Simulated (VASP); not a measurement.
Output of a VASP run:

File OSZICAR:
```
       N       E                     dE             d eps       ncg     rms          rms(c)
DAV:   1     0.119454324550E+03    0.11945E+03   -0.10908E+04  4914   0.175E+03
DAV:   2    -0.235410780187E+02   -0.14300E+03   -0.13949E+03  5634   0.414E+02
DAV:   3    -0.277579515061E+02   -0.42169E+01   -0.41764E+01  6043   0.642E+01
DAV:   4    -0.277984366750E+02   -0.40485E-01   -0.40469E-01  5412   0.677E+00
DAV:   5    -0.277987597722E+02   -0.32310E-03   -0.32305E-03  5769   0.630E-01    0.347E+01
DAV:   6    -0.248173667587E+02    0.29814E+01   -0.93641E+00  5544   0.316E+01    0.950E+00
DAV:   7    -0.247338924820E+02    0.83474E-01   -0.42841E-01  5099   0.615E+00    0.669E+00
DAV:   8    -0.247001723129E+02    0.33720E-01   -0.67620E-02  5439   0.229E+00    0.849E-01
DAV:   9    -0.246991104122E+02    0.10619E-02   -0.38339E-03  5329   0.461E-01    0.130E-01
DAV:  10    -0.246989791626E+02    0.13125E-03   -0.24902E-04  5674   0.221E-01    0.625E-02
DAV:  11    -0.246989787556E+02    0.40695E-06   -0.21490E-05  5469   0.415E-02    0.109E-02
DAV:  12    -0.246989780261E+02    0.72951E-06   -0.38431E-06  5109   0.177E-02
   1 F= -.24070404E+02 E0= -.24070373E+02  d E =-.240704E+02
       N       E                     dE             d eps       ncg     rms          rms(c)
DAV:   1    -0.246987940527E+02    0.18470E-03   -0.59090E-03  4969   0.972E-01    0.118E-01
DAV:   2    -0.246986493207E+02    0.14473E-03   -0.39285E-04  5109   0.221E-01    0.394E-02
DAV:   3    -0.246986124533E+02    0.36867E-04   -0.47348E-05  5284   0.634E-02    0.149E-02
DAV:   4    -0.246986063789E+02    0.60744E-05   -0.15106E-05  5424   0.387E-02    0.774E-03
DAV:   5    -0.246986063599E+02    0.19078E-07   -0.72845E-07  2717   0.854E-03
   2 F= -.24070388E+02 E0= -.24070360E+02  d E =0.159515E-04
       N       E                     dE             d eps       ncg     rms          rms(c)
DAV:   1    -0.246989245670E+02   -0.31819E-03   -0.23023E-03  4974   0.606E-01    0.738E-02
DAV:   2    -0.246988685924E+02    0.55975E-04   -0.15281E-04  5114   0.138E-01    0.246E-02
DAV:   3    -0.246988543047E+02    0.14288E-04   -0.18322E-05  5264   0.396E-02    0.933E-03
DAV:   4    -0.246988519365E+02    0.23682E-05   -0.58818E-06  5399   0.242E-02    0.478E-03
DAV:   5    -0.246988519345E+02    0.20605E-08   -0.28297E-07  2477   0.534E-03
   3 F= -.24070412E+02 E0= -.24070382E+02  d E =-.796439E-05
```

OUTCAR:
```
------------------------ aborting loop because EDIFF is reached ----------------------------------------
  FORCE on cell =-STRESS in cart. coord.  units (eV):
  Direction    XX          YY          ZZ          XY          YZ          ZX
  --------------------------------------------------------------------------------------
  Total        0.6339430      0.6339431      0.6335094      0.0000000      0.0000000      0.0000000
  in kB       50.4378444     50.4378475     50.4033475      0.0000000      0.0000000      0.0000000
  external PRESSURE =       0.4263465 kB  Pullay stress =      50.0000000 kB
  volume of cell :       20.14
      direct lattice vectors                 reciprocal lattice vectors
     1.438636449 -2.491791497  0.000000000     0.347551322 -0.200658843 -0.000000000
     1.438636449  2.491791497 -0.000000000     0.347551322  0.200658843 -0.000000000
     0.000000000  0.000000000  2.808739958     0.000000000  0.000000000  0.356031535
 POSITION                                       TOTAL-FORCE (eV/Angst)
 -----------------------------------------------------------------------------------
      0.00000      0.00000      2.80874        -0.000000      0.000000      0.000000
      1.43864      0.83060      1.40437         0.000000      0.000000     -0.000000
 -----------------------------------------------------------------------------------
    total drift:                                0.000000     -0.000368      0.000000
  FREE ENERGIE OF THE ION-ELECTRON SYSTEM (eV)
  ---------------------------------------------------
  free  energy   TOTEN  =       -24.6988519345 eV

  energy  without entropy=      -24.6987622816  energy(sigma->0) =      -24.69882205
  enthalpy is  TOTEN    =       -24.0704120948 eV   P V=        0.6284398396

 reached required accuracy - stopping structural energy minimisation
```
(Selected blocks of OUTCAR.)

File POSCAR:
```
WC
1
    1.4385224156    -2.4915939856     0.0000000000
    1.4385224156     2.4915939856    -0.0000000000
    0.0000000000     0.0000000000     2.8097845228
W C
1 1
Direct
  1.0000000000   0.0000000000   0.0000000000
  0.3333330000   0.6666670000   0.5000000000
```

### Question
Reconstruct the remaining input files.

### Answer
Several could match; the one computed here: the input of the run itself, LDA (Ceperley-Alder, Perdew-Zunger), plane waves, VASP's LDA PAW potentials (set 64).

**INCAR**
```
SYSTEM = WC
PREC = Accurate
ENCUT = 620
EDIFF = 1E-6
NELM = 100
ALGO = Normal
LREAL = .FALSE.
LASPH = .TRUE.
ISMEAR = 1
SIGMA = 0.1
LMAXMIX = 6
LWAVE = .FALSE.
LCHARG = .FALSE.
IBRION = 2
ISIF = 3
NSW = 40
EDIFFG = -0.02
PSTRESS = 50
```

KPOINTS:
```
Automatic
0
Gamma
  15 15 13
0 0 0
```

POTCAR, in this order: W_sv C (LDA.64 set). Program: vasp_std.

The compound is WC in the wc structure. This run relaxes it under an external pressure of 5 GPa. Symmetry was kept, so distortions that lower it aren't found.
